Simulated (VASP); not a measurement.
Energy against volume of InSb (zinc blende). Calculation: vdW-DF2, VASP's PBE PAW potentials (set 64) (plane waves; VASP 6.6.1). Run with 520 eV cut-off, 9×9×9 Γ-centred mesh, first-order Methfessel-Paxton smearing of 0.10 eV, potentials In_d Sb.

```
V (Å³/atom)  E (eV/atom)
-----------  -----------
38.809          -0.63338
40.009          -0.63702
41.209          -0.63429
42.409          -0.62624
```

Question: Fit these four points and predict the energy of the run at 37.608 Å³/atom.

Answer: A cubic in V^(−2/3), the third-order Birch-Murnaghan form, passes through the four points with V0 = 40.06 Å³/atom and B0 = 28 GPa, and gives -0.6221 eV/atom there. The run gave -0.6222 eV/atom, -0.1 meV/atom from the fit; all five points give B0 = 28 GPa.

The compound is InSb in the zinc blende structure. It was relaxed first, which changed the volume by +18 %.
